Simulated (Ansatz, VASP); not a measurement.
# CdI2: VASP beside Ansatz, part 2 of 2

Wanted: the spread between two codes on one cell, functional and k mesh. Of the first pair: The structure shown is the end of the VASP relaxation below. Valence electrons are named where the data sets of a main pair hold unlike numbers.

VASP 6.6.1 and Ansatz 0.2.0.

So far: Starting point; VASP: relaxation, PBEsol; Ansatz: single point, PBEsol; Comparison; Further runs.

## (6) VASP: band structure, PBEsol

Level of this step: PBEsol; plane waves and PAW (I, Cd) (VASP).

The same path points are solved in both programs, so levels can be compared one by one.

File INCAR:

```
SYSTEM = CdI2
PREC = Normal
ENCUT = 300
EDIFF = 1E-06
NELM = 120
ISMEAR = 0
SIGMA = 0.05
LREAL = .FALSE.
ALGO = Fast
GGA = PS
NBANDS = 26
LORBIT = 11
LWAVE = .FALSE.
LCHARG = .TRUE.
IDIPOL = 3
LDIPOL = .TRUE.
DIPOL = 0.5 0.5 0.5
LVHAR = .TRUE.
LVACPOTAV = .TRUE.
LELF = .TRUE.
NEDOS = 1500
```

File POSCAR:

```
CdI2
1.0
    4.2887031760      0.0000000000      0.0000000000
   -2.1443515880      3.7141258990      0.0000000000
    0.0000000000      0.0000000000     18.4365180971
I Cd
2 1
Direct
    0.3333333330      0.6666666670      0.5910283390
    0.0000000000      0.0000000000      0.4090845645
    0.6666666670      0.3333333330      0.4999756266
```

File KPOINTS:

```
Automatic mesh
0
Gamma
9 9 1
0 0 0
```

File KPOINTS_OPT:

```
Line mode
14
Line-mode
Reciprocal
  0.00000000   0.00000000   0.00000000 GAMMA
  0.50000000   0.00000000   0.00000000 M

  0.50000000   0.00000000   0.00000000 M
  0.33333333   0.33333333   0.00000000 K

  0.33333333   0.33333333   0.00000000 K
  0.00000000   0.00000000   0.00000000 GAMMA
```

The projector-augmented-wave data sets are I and Cd (PBE family, release 64).

On the command line:

```sh
$ mpirun -np 2 vasp_std
```

Numbers of over 12 decimals in the logs are rounded to 6 here.

Log:

```text
[banner, memory and clock lines left out]
running    2 mpi-ranks, on    1 nodes
[...]
[... a notice as in an earlier step ...]

 LDA part: xc-table for (Slater+PW92), standard interpolation
 POSCAR, INCAR and KPOINTS ok, starting setup
[...]
entering main loop
       N       E                     dE             d eps       ncg     rms          rms(c)
DAV:   1     0.142393458696E+03    0.14239E+03   -0.67763E+03   624   0.484E+02
DAV:   2     0.457422555896E+01   -0.13782E+03   -0.13183E+03   792   0.142E+02
DAV:   3    -0.637862964775E+01   -0.10953E+02   -0.10893E+02   800   0.431E+01
DAV:   4    -0.668348629206E+01   -0.30486E+00   -0.30480E+00   814   0.696E+00
[...]
RMM:  15    -0.634004164002E+01   -0.12429E-04   -0.10408E-06   734   0.286E-03    0.231E-03
RMM:  16    -0.634004277050E+01   -0.11305E-05   -0.11615E-07   633   0.130E-03    0.203E-03
RMM:  17    -0.634004335617E+01   -0.58567E-06   -0.41309E-08   564   0.889E-04
|                                                                             |
[...]
|                                                                             |

   1 F= -.63400434E+01 E0= -.63400434E+01  d E =-.628725E-11
 Start KPOINTS_OPT (optional k-point list driver)
k-point batch [1-12\42]
       N       E                     dE             ncg
DAV:   1    -0.894568172297E+03   -0.33019E+04      640
DAV:   2    -0.252223788733E+04   -0.16277E+04      848
DAV:   3    -0.265818529999E+04   -0.13595E+03      788
DAV:   4    -0.266186866618E+04   -0.36834E+01      820
DAV:   5    -0.266190932156E+04   -0.40655E-01      776
DAV:   6    -0.266191064775E+04   -0.13262E-02      868
DAV:   7    -0.266191068111E+04   -0.33354E-04      766
DAV:   8    -0.266191068249E+04   -0.13832E-05      644
DAV:   9    -0.266191068258E+04   -0.92195E-07      440
[...]
k-point batch [37-42\42]
       N       E                     dE             ncg
DAV:   1     0.236837783344E+04   -0.79293E+03      320
DAV:   2     0.153045392416E+04   -0.83792E+03      438
DAV:   3     0.146032792306E+04   -0.70126E+02      374
DAV:   4     0.145848817948E+04   -0.18397E+01      406
DAV:   5     0.145846854025E+04   -0.19639E-01      390
DAV:   6     0.145846789429E+04   -0.64596E-03      420
DAV:   7     0.145846788272E+04   -0.11575E-04      390
DAV:   8     0.145846788224E+04   -0.47693E-06      324
```

OUTCAR, selected parts (step 6):

```text
  Total       -0.5169950     -0.5169950      0.0156760      0.0000000      0.0000000      0.0000000
  in kB       -2.8205602     -2.8205602      0.0855231      0.0000000      0.0000000      0.0000000
  external PRESSURE =      -1.8518658 kB  Pullay stress =       0.0000000 kB

 POSITION                                       TOTAL-FORCE (eV/Angst)
 -----------------------------------------------------------------------------------
     -0.00000      2.47608     10.89650        -0.000000      0.000000     -0.004636
      0.00000      0.00000      7.54209         0.000000      0.000000     -0.004213
      2.14435      1.23804      9.21781        -0.000000      0.000000      0.008849
 -----------------------------------------------------------------------------------
    total drift:                                0.000000     -0.000000      0.000079

  FREE ENERGIE OF THE ION-ELECTRON SYSTEM (eV)
  ---------------------------------------------------
  free  energy   TOTEN  =        -6.3400433562 eV

  energy  without entropy=       -6.3400433562  energy(sigma->0) =       -6.34004336

[... 1 part as in an earlier step ...]

[... 2 further parts left out ...]
[key lines of the parts left out:]
E-fermi :  -3.1894
```

Within 0.02 Å the cell has space group P-3m1; at a tight tolerance a small distortion makes it P3m1.

## (7) Ansatz: band structure, PBEsol

The same cell, functional, mesh and smearing now go to Ansatz, which takes its cutoff from its data sets.

File input.yaml:

```yaml
crystal:
  lattice:
    - [4.288703176, 0.0, 0.0]
    - [-2.144351588, 3.714125899, 0.0]
    - [0.0, 0.0, 18.4365180971]
  atoms:
    - { symbol: I, position: [0.333333333, 0.666666667, 0.591028339] }
    - { symbol: I, position: [0.0, 0.0, 0.4090845645] }
    - { symbol: Cd, position: [0.666666667, 0.333333333, 0.4999756266] }
hamiltonian:
  xc: pbesol
  pseudopotentials: { kind: paw }
kpoints:
  mp_grid: { grid: [9, 9, 1] }
  band_path:
    path:
      - [0.0, 0.0, 0.0]
      - [0.03846, 0.0, 0.0]
      - [0.07692, 0.0, 0.0]
      - [0.11538, 0.0, 0.0]
      - [0.15385, 0.0, 0.0]
      - [0.19231, 0.0, 0.0]
      - [0.26923, 0.0, 0.0]
      - [0.30769, 0.0, 0.0]
      - [0.34615, 0.0, 0.0]
      - [0.42308, 0.0, 0.0]
      - [0.46154, 0.0, 0.0]
      - [0.5, 0.0, 0.0]
      - [0.48718, 0.02564, 0.0]
      - [0.47436, 0.05128, 0.0]
      - [0.44872, 0.10256, 0.0]
      - [0.4359, 0.12821, 0.0]
      - [0.41026, 0.17949, 0.0]
      - [0.39744, 0.20513, 0.0]
      - [0.37179, 0.25641, 0.0]
      - [0.35897, 0.28205, 0.0]
      - [0.34615, 0.30769, 0.0]
      - [0.33333, 0.33333, 0.0]
      - [0.30769, 0.30769, 0.0]
      - [0.25641, 0.25641, 0.0]
      - [0.23077, 0.23077, 0.0]
      - [0.20513, 0.20513, 0.0]
      - [0.15385, 0.15385, 0.0]
      - [0.12821, 0.12821, 0.0]
      - [0.07692, 0.07692, 0.0]
      - [0.05128, 0.05128, 0.0]
      - [0.0, 0.0, 0.0]
    npoints: 1
scf:
  occupations: { method: gaussian, width: 0.05 }
  n_extra_bands: 7
efield:
  axis: 3
  dipole_correction: true
  ramp_width: 0.04
output:
  forces: true
  eigenvalues: true
```

On the command line:

```sh
$ ansatz run input.yaml --threads 2 --pin off --max-ram 4608MiB --backend cpu --events-out ev --progress --plain --runs-dir out
```

Log:

```text
[...]
Crystal: 3 atoms, lattice volume = 293.671 Å³
Basis set: ecut = 420 eV, 5707 PW (Γ), exchange–correlation on 60×60×250 points (8 copies of the dense FFT grid, shifted against one another)
Bands: 34, of which v1, the nominal top of the filled ones, is band 27 counted from 1 (26 counted from 0)
Symmetry: 6 space group operations
[...]
k-point 1: bands = [... 23 lower, -2.5188, -2.3689, -2.2243, -1.8786, 1.3039, 2.9599, 3.8116, 4.3207, ... 3 higher]
  k-point 2: bands = [... 23 lower, -2.8642, -2.7158, -2.4086, -1.9144, 1.4491, 3.2341, 4.2567, 4.5237, ... 3 higher]
  k-point 11: bands = [... 23 lower, -4.1810, -3.8294, -2.3809, -2.3787, 1.3423, 4.4026, 4.4058, 5.7876, ... 3 higher]
[key lines of the parts left out:]
SCF converged after 8 iterations
Free energy (F): -23050.287087 eV
Fermi energy:    -0.599141 eV
Dipole field:    D = -0.000388 V/Å  (p = -0.000629 e·Å, saw-weighted, corrected)
Work function:   Φ+ = 5.1277 eV   Φ− = 5.1206 eV
```

Wall time 6.5 s (2 threads of AMD EPYC 9R14 (Zen 4), shared host); peak memory 0.6 GiB.

## (8) Comparison

What differs besides the data sets and the points named for the pairs above, as far as they apply: the data sets hold 54 valence electrons in Ansatz (on its default PAW (the set named soft_2) files) and 26 in VASP. Total energies have different zeros and are not compared.

Compared:

```
                     quantity  Ansatz   VASP  difference
gap over the path points (eV)   2.512  2.497      +0.015
```

Levels at points of the path, from each program's valence-band top (eV; 4 filled, then empty):

```
k (reciprocal lattice)                                  Ansatz                                    VASP
     0.000 0.000 0.000  -0.31 -0.31 -0.02 -0.02 2.85 4.38 6.05  -0.31 -0.31 -0.02 -0.02 2.84 4.37 6.04
     0.038 0.000 0.000  -0.38 -0.34 -0.06 -0.01 2.90 4.45 5.97  -0.38 -0.33 -0.06 -0.01 2.89 4.44 5.95
     0.077 0.000 0.000   -0.56 -0.41 -0.18 0.00 3.04 4.63 5.81   -0.56 -0.40 -0.18 0.00 3.02 4.62 5.79
     0.115 0.000 0.000   -0.64 -0.50 -0.37 0.00 3.20 4.86 5.68   -0.64 -0.50 -0.37 0.00 3.19 4.85 5.67
     0.154 0.000 0.000  -0.62 -0.61 -0.58 -0.01 3.33 5.03 5.72  -0.62 -0.61 -0.59 -0.01 3.31 5.01 5.71
     0.192 0.000 0.000  -0.82 -0.74 -0.56 -0.02 3.37 5.08 5.95  -0.82 -0.74 -0.56 -0.02 3.35 5.07 5.94
     0.269 0.000 0.000  -1.20 -0.98 -0.48 -0.07 3.17 5.17 6.27  -1.20 -0.99 -0.47 -0.07 3.16 5.16 6.26
     0.308 0.000 0.000  -1.32 -1.09 -0.44 -0.09 3.01 5.19 6.29  -1.32 -1.10 -0.44 -0.09 3.00 5.18 6.27
     0.346 0.000 0.000  -1.39 -1.19 -0.41 -0.12 2.85 5.18 6.28  -1.39 -1.20 -0.41 -0.12 2.83 5.17 6.26
     0.423 0.000 0.000  -1.43 -1.33 -0.38 -0.15 2.60 5.13 6.28  -1.43 -1.33 -0.38 -0.15 2.59 5.12 6.26
```

At this near-relaxed geometry the largest component of a force difference is 26 meV/Å. Among the levels compared at these points, filled levels agree within 6 meV and empty ones within 23 meV. With vacuum in the cell, a pressure given here is an average over mostly empty space and none of the material.

## (9) What the set-up changes

Further runs change the set-up of one program: Ansatz's method, potentials or start, or VASP's data sets, cutoff or form of LDA. The table gives Ansatz less VASP for each quantity, since a change that brings one quantity closer may part another.

```
                                        run  r.m.s. force difference (meV/Å)  gap over the path points (eV)
                                   as above                               12                          0.015
                       cores kept as stored                               12                          0.016
    Ansatz's larger PAW set (cutoff 620 eV)                               11                          0.014
norm-conserving potentials (cutoff 1388 eV)                               12                          0.013
```

## (10) Outcome

```json
{
 "r.m.s. force difference (single point, PBEsol)": "14 meV/Å",
 "r.m.s. force difference (band structure, PBEsol)": "12 meV/Å"
}
```

In words: The r.m.s. force difference is 14 meV/Å (single point, PBEsol), beyond the 12 meV/Å picked in this series as the mark of a large difference. The data sets hold unlike numbers of valence electrons (54 in Ansatz and 26 in VASP), so part of the differences comes from the potentials. For single point, PBEsol, no further run moves any of the tabulated differences by more than a quarter of its size. For band structure, PBEsol, no further run moves any of the tabulated differences by more than a quarter of its size. How closely two codes agree says nothing of how well the functional describes the real material.

[Lines on the potential files, build, host, timing and source positions are cut from VASP's logs without a mark.]

[Logs are printed without paths, hosts, clocks, repeated set-up lines and the standing remarks that a program may print on its own settings, such as how far it seeks lower states.]

[Hosts, paths, dates, database ids (printed as entryN), source tags and the programs' standing remarks are cut or masked in the printed files.]
